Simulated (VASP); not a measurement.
Given:

```
YN
1.0
    0.00000     2.47585     2.47585
    2.47585     0.00000     2.47585
    2.47585     2.47585     0.00000
Y N
1 1
Direct
  0.00000   0.00000   0.00000
  0.50000   0.50000   0.50000
```

These are AM05 GGA, VASP's PBE PAW potentials (set 64) (plane waves; VASP) values and carry that method's errors. Settings: 520 eV cut-off, 9×9×9 Γ-centred mesh, Gaussian smearing of 0.050 eV, potentials Y_sv N.

The job: YN (rock salt), 2 atoms, AM05, static run, 520 eV, 9×9×9 Γ-centred mesh. Roughly how much core time does it take on a busy server core?

About 20 core-seconds (one run on a shared machine, a rough figure). It had 35 irreducible k-points, 12 bands, up to 869 plane waves and 16 electronic steps.

The compound is YN in the rock salt structure. This cell is one point of a volume scan, at 1.06 of the reference volume.
